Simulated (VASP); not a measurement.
Data:

```yaml
crystal:
  lattice:
    - [2.06643, -2.02518, 0.12287]
    - [2.06643, 2.02518, 0.12287]
    - [-0.47952, 0.00000, 5.08268]
  atoms:
    - { symbol: Cu, position: [0.00000, 0.50000, 0.00000] }
    - { symbol: Cu, position: [0.50000, 0.00000, 0.50000] }
    - { symbol: O, position: [0.51000, 0.49000, 0.25000] }
    - { symbol: O, position: [0.49000, 0.51000, 0.75000] }
```

All values below come from PBEsol GGA, VASP's PBE PAW potentials (set 64) (plane waves; VASP). Settings: 520 eV cut-off, 12×12×7 Γ-centred mesh, tetrahedra with Blöchl corrections, potentials Cu O.

Task: Predict the energy per atom (σ→0), band gap (on the k-mesh) with the smallest direct gap where there is one.

Result: 
The band gap (on the k-mesh) comes out as none (metal, semimetal or under 0.01 eV) and the energy per atom (σ→0) is -5369 meV/atom.

The structure was generated: CuO was put into the tenorite type (C2/c), which need not be its known phase. It was relaxed first, which changed the volume by +6 %.
